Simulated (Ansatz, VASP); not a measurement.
## KNa2YF6 in two plane-wave programs

Wanted: the spread between two codes on one cell, functional and k mesh. The cell is invented: As first built, before any earlier steps moved the atoms (in the runner's words): K for Tl, Na for Rb in the Rb2YTlF6 structure of space group Fm-3m. It may not be a known or stable phase. The two relaxations start from unlike cells of this crystal (the structure described is Ansatz's start), so only their ends are compared.

Main program and level: Ansatz 0.2.0; plane waves, with VASP 6.6.1 beside it; relaxation of cell and atoms at PBE.

## (1) Starting point

The structure is cubic, space group Fm-3m (No. 225). The conventional cell has a = 9.393 Å, b = 9.393 Å, c = 9.393 Å, α = 90.00°, β = 90.00°, γ = 90.00°. Nearest to Na lie 12 F at 3.33 Å. Y has 6 F at 2.11 Å nearest. Nearest to K lie 6 F at 2.58 Å. F has 1 Y at 2.11 Å and 1 K at 2.58 Å nearest. It derives from Rb2YTlF6. As first built, before any earlier steps moved the atoms (in the runner's words): K for Tl, Na for Rb in the Rb2YTlF6 structure of space group Fm-3m. Farther neighbours and most contacts between anions are not listed.

As a file:

```
Na Y K F
1.0
     0.00000    4.69675    4.69675
     4.69675    0.00000    4.69675
     4.69675    4.69675    0.00000
Na Y K F
2 1 1 6
Direct
  0.75000 0.75000 0.75000
  0.25000 0.25000 0.25000
  0.00000 0.00000 0.00000
  0.50000 0.50000 0.50000
  0.77499 0.22501 0.22501
  0.22501 0.22501 0.77499
  0.22501 0.77499 0.77499
  0.22501 0.77499 0.22501
  0.77499 0.22501 0.77499
  0.77499 0.77499 0.22501
```

## (2) Ansatz: relaxation of cell and atoms, PBE

Ansatz runs on its default PAW (the set named soft_2) files.

The relaxed volume is the usual yardstick between codes: in a stiff, nearly cubic crystal its relative difference is about their pressure difference at one cell divided by the bulk modulus.

The input, input.yaml:

```yaml
crystal:
  lattice:
    - [0.0, 4.6967496418, 4.6967496418]
    - [4.6967496418, 0.0, 4.6967496418]
    - [4.6967496418, 4.6967496418, 0.0]
  atoms:
    - { symbol: Na, position: [0.75, 0.75, 0.75] }
    - { symbol: Na, position: [0.25, 0.25, 0.25] }
    - { symbol: "Y", position: [0.0, 0.0, 0.0] }
    - { symbol: K, position: [0.5, 0.5, 0.5] }
    - { symbol: F, position: [0.774986, 0.225014, 0.225014] }
    - { symbol: F, position: [0.225014, 0.225014, 0.774986] }
    - { symbol: F, position: [0.225014, 0.774986, 0.774986] }
    - { symbol: F, position: [0.225014, 0.774986, 0.225014] }
    - { symbol: F, position: [0.774986, 0.225014, 0.774986] }
    - { symbol: F, position: [0.774986, 0.774986, 0.225014] }
kpoints:
  mp_grid: { grid: [4, 4, 4] }
scf:
  occupations: { method: gaussian, width: 0.03 }
hamiltonian:
  xc: pbe
output:
  forces: true
  stress: true
relax:
  f_tol: 0.02
  max_steps: 60
  cell: {}
```

Started as:

```
ansatz run input.yaml --threads 2 --pin off --max-ram 4096MiB --backend cpu --events-out ev --progress --plain --runs-dir out
```

Numbers of over 12 decimals in the logs are rounded to 6 here.

What it wrote:

```text
Engine: ansatz 0.2.0, x86_64-unknown-linux-gnu
Pseudopotentials: kind: paw
Pseudopotential: Na, paw, valence charge 9, recommended cutoff 420 eV (normal), Na.paw.azcp
Pseudopotential: Y, paw, valence charge 11, recommended cutoff 420 eV (normal), Y.paw.azcp
Pseudopotential: K, paw, valence charge 9, recommended cutoff 420 eV (normal), K.paw.azcp
Pseudopotential: F, paw, valence charge 7, recommended cutoff 420 eV (normal), F.paw.azcp
Functional definition: PBE
  parameter kappa = 0.804
  parameter beta = 0.066725
  exchange = pbe_x(kappa = kappa, mu = beta*pi^2/3)
  correlation = pbe_c(beta = beta)
Crystal: 10 atoms, lattice volume = 207.215 Å³
Basis set: ecut = 420 eV, 4015 PW (Γ), exchange–correlation on 90×90×90 points (8 copies of the dense FFT grid, shifted against one another)
Bands: 50, of which v1, the nominal top of the filled ones, is band 40 counted from 1 (39 counted from 0)
Symmetry: 48 space group operations
Space group: Fm-3m (ITA 225), of the structure as read, at distance tolerance 5.9e-5 Å
k-points: 8 of 64
Non-local potential: Na, projectors of the file, l = 0: 3, l = 1: 2, l = 2: 1
Non-local potential: Y, projectors of the file, l = 0: 3, l = 1: 2, l = 2: 2, l = 3: 1
Non-local potential: K, projectors of the file, l = 0: 3, l = 1: 2, l = 2: 2
Non-local potential: F, projectors of the file, l = 0: 2, l = 1: 2, l = 2: 1
PAW form: soft (Blöchl's): semilocal exchange-correlation on the pseudo side does not see the compensation charge
PAW one-centre angular grid: Na, 110 points (default); XC on 64 Gauss nodes
PAW one-centre angular grid: Y, 590 points (default); XC on 64 Gauss nodes
PAW one-centre angular grid: K, 110 points (default); XC on 64 Gauss nodes
PAW one-centre angular grid: F, 110 points (default); XC on 64 Gauss nodes
Initial density: superposition of atomic densities (neutral atoms: chi_scale 0, normalization atom), corrected by the library's trained network
Initial wavefunctions: pseudopotential atomic-orbital guess
Functional: x = pbe(κ = 0.804, μ = 0.219515), c = pbe(β = 0.066725)
SCF iter   1: F=—  HF=-13223.399327 eV  |F-HF|=—  |Δ(HF+E_count)|=         —  Δρ=6.61e-4  dr2=8.32e-4  ethr=1.77e-3  ⟨swp⟩=6.1  Hψ=1639  notcnv=0
preconditioner: auto → Resta (q_TF=auto, 2.328 Å⁻¹)  ε∞=2.4  [insulator: Δε(μ)=4.692 eV  Ē_g=18.559 eV  σ=0.030 eV  W_gap=1.00  n_scr=58 (ndim 8)  ℏωp=22.2 eV  f_vac=0.333  D(μ)=0.00/eV (n_scr^D=0)  ε∞_Penn≈2.4]
SCF iter   2: F=—  HF=-13223.399433 eV  |F-HF|=—  |Δ(HF+E_count)|=   1.07e-4  Δρ=3.31e-4  dr2=2.25e-4  ethr=1.04e-6  ⟨swp⟩=2.0  Hψ=802  notcnv=0  defer=17
SCF iter   3: F=—  HF=-13223.399620 eV  |F-HF|=—  |Δ(HF+E_count)|=   1.86e-4  Δρ=1.86e-4  dr2=7.42e-5  ethr=2.82e-7  ⟨swp⟩=2.1  Hψ=577  notcnv=0  defer=17
SCF iter   4: F=—  HF=-13223.399511 eV  |F-HF|=—  |Δ(HF+E_count)|=   1.08e-4  Δρ=4.52e-5  dr2=4.58e-6  ethr=9.27e-8  ⟨swp⟩=2.0  Hψ=592  notcnv=0  defer=17
SCF iter   5: F=—  HF=-13223.399512 eV  |F-HF|=—  |Δ(HF+E_count)|=   4.75e-7  Δρ=9.31e-6  dr2=1.73e-7  ethr=5.73e-9  ⟨swp⟩=2.0  Hψ=617  notcnv=0  defer=17
SCF iter   6: F=-13223.399512 eV  HF=-13223.399512 eV  |F-HF|=6.17e-9  |Δ(HF+E_count)|=   2.33e-7  Δρ=1.90e-6  dr2=7.04e-9  ethr=1.25e-10  ⟨swp⟩=4.0  Hψ=1155  notcnv=0
SCF 1 converged in 6 iterations: F = -13223.399512 eV  dr2 = 7.04e-9
  greatest PAW one-centre occupation: 0.999 electrons in one spin orbital (limit 2), on the Na atom at site 1 (counted from 0), in its partial waves of l = 0
relax step   1: F+E_penalty+E_count = -13223.39951206 eV  Δ(F+E_penalty+E_count) = +0.000e0 eV  max|allowed force component| = 1.022e0 eV/Å  Δτ_max = 0.0000 Å  P = +1.477 GPa  Ω = 207.215 Å³  (6 SCF iters, dr2 threshold 1.00e-7 eV, accepted)
[...]
relax step   3: F+E_penalty+E_count = -13223.58503514 eV  Δ(F+E_penalty+E_count) = -1.577e-2 eV  max|allowed force component| = 2.833e-3 eV/Å  Δτ_max = 0.0245 Å  P = -0.023 GPa  Ω = 203.102 Å³  energy of the carried Pulay correction = +8.842e-3 eV  (5 SCF iters, dr2 threshold 1.00e-6 eV, accepted)
[...]
relax step   4: F+E_penalty+E_count = -13223.57675671 eV  Δ(F+E_penalty+E_count) = +8.278e-3 eV  max|allowed force component| = 3.071e-3 eV/Å  Δτ_max = 0.0000 Å  P = -0.104 GPa  Ω = 203.102 Å³  stress off target by 1.04e-1 GPa  SCF on the basis re-selected at this cell (its energy is not comparable with the rows above)  (6 SCF iters)
[...]
relax step   5: F+E_penalty+E_count = -13223.57790758 eV  Δ(F+E_penalty+E_count) = -1.151e-3 eV  max|allowed force component| = 3.062e-3 eV/Å  Δτ_max = 0.0009 Å  P = -0.032 GPa  Ω = 202.659 Å³  energy of the carried Pulay correction = +9.793e-4 eV  (5 SCF iters, dr2 threshold 2.70e-8 eV, accepted)
[...]
relax step   6: F+E_penalty+E_count = -13223.57771585 eV  Δ(F+E_penalty+E_count) = +1.917e-4 eV  max|allowed force component| = 3.057e-3 eV/Å  Δτ_max = 0.0000 Å  P = -0.037 GPa  Ω = 202.659 Å³  stress off target by 3.65e-2 GPa  SCF on the basis re-selected at this cell (its energy is not comparable with the rows above)  (5 SCF iters)
basis re-selected at this cell: Δ(F+E_penalty+E_count) = +1.917e-4 eV, ΔP = -0.005 GPa vs the last step (what re-selecting the basis moved, of the pressure what is left beyond the Pulay correction that the steps carried, after the strain that the cell walked since its last selection, with what the two solves' SCF thresholds leave and, on support functions, any second-order correction that the steps lacked; it is no m [...]
SCF converged after 5 iterations
Free energy (F): -13223.577716 eV
Harris-Foulkes:  -13223.577716 eV  (|F-HF|=4.91e-11)
Internal energy: -13223.577716 eV  (E = F + TS)
E sigma→0 (E₀):  -13223.577716 eV
Fermi energy:    1.961930 eV
--- Per-component energies (eV) ---
  E_band       = -1027.403450
  E_kinetic    = 2043.095972
  E_local      = -8274.070998  (includes V_loc(G=0)·N_el)
  E_nonlocal   = 731.440098
  E_hartree    = 3056.629586
  E_xc         = -869.716086
  E_vxc        = -1083.269852  (∫ρ·V_xc dr)
  E_paw        = -5336.165757  (= ΣΔE_a)
  E_vpaw       = -557.870049  (= ΣTr[D̂ρ^β])
  E_aug_tail   = 0.012268  (compensation charges beyond the density's cutoff)
  E_ewald      = -4574.802800
  E_smearing   = -0.000000  (= −TS)
  E_closure    = 0.000000  (closes the sum)
  Σ components = -13223.577716   (vs F -13223.577716, Δ=0.00e0)
--- Forces (eV/Å), atoms counted from 1 ---
  atom   1  Na     0.00000000     0.00000000    -0.00000000
  atom   2  Na    -0.00000000    -0.00000000     0.00000000
  atom   3  Y     -0.00000000     0.00000000     0.00000000
  atom   4  K      0.00000000    -0.00000000     0.00000000
  atom   5  F     -0.00305655     0.00000000     0.00000000
  atom   6  F      0.00000000    -0.00000000    -0.00305655
  atom   7  F      0.00305655    -0.00000000    -0.00000000
  atom   8  F      0.00000000    -0.00305655     0.00000000
  atom   9  F     -0.00000000     0.00305655    -0.00000000
  atom  10  F     -0.00000000    -0.00000000     0.00305655
  max |Σ_I F_I| component: 2.60e-18 eV/Å
--- Stress (GPa, compression-positive) ---
       -0.036549      -0.000000      -0.000000
       -0.000000      -0.036549      -0.000000
       -0.000000      -0.000000      -0.036549
  P = ⅓ Tr σ = -0.0365 GPa (-0.365 kbar)
--- Relaxed structure (4 steps of the walk, 4 accepted, 2 SCFs on fresh bases) ---
  F+E_penalty+E_count = -13223.57771585 eV   max|allowed force component| = 3.057e-3 eV/Å   (the final SCF, on the basis selected at the relaxed cell)
  cell:  # Å, volume = 202.6594 Å³
    - [0, 4.662072, 4.662072]
    - [4.662072, 0, 4.662072]
    - [4.662072, 4.662072, 0]
  atoms:
    - { symbol: Na, position: [0.75, 0.75, 0.75] }
    - { symbol: Na, position: [0.25, 0.25, 0.25] }
    - { symbol: Y, position: [-3.9012121386957435e-19, -2.1468208810574043e-19, 2.285325454028866e-19] }
    - { symbol: K, position: [0.5, 0.5, 0.5] }
    - { symbol: F, position: [0.767996, 0.232004, 0.232004] }
    - { symbol: F, position: [0.232004, 0.232004, 0.767996] }
    - { symbol: F, position: [0.232004, 0.767996, 0.767996] }
    - { symbol: F, position: [0.232004, 0.767996, 0.232004] }
    - { symbol: F, position: [0.767996, 0.232004, 0.767996] }
    - { symbol: F, position: [0.767996, 0.767996, 0.232004] }
```

In the SCF lines HF is the Harris–Foulkes energy and dr2 the Hartree energy of the density residual, in eV; the loop may stop once dr2 is under the threshold and the program's other checks hold. Hψ counts applications of the Hamiltonian.

(Part 1 of 2 ends here.)

[Lines on the potential files, build, host, timing and source positions are cut from VASP's logs without a mark.]

[Logs are printed without paths, hosts, clocks, repeated set-up lines and the standing remarks that a program may print on its own settings, such as how far it seeks lower states.]

[Hosts, paths, dates, database ids (printed as entryN), source tags and the programs' standing remarks are cut or masked in the printed files.]
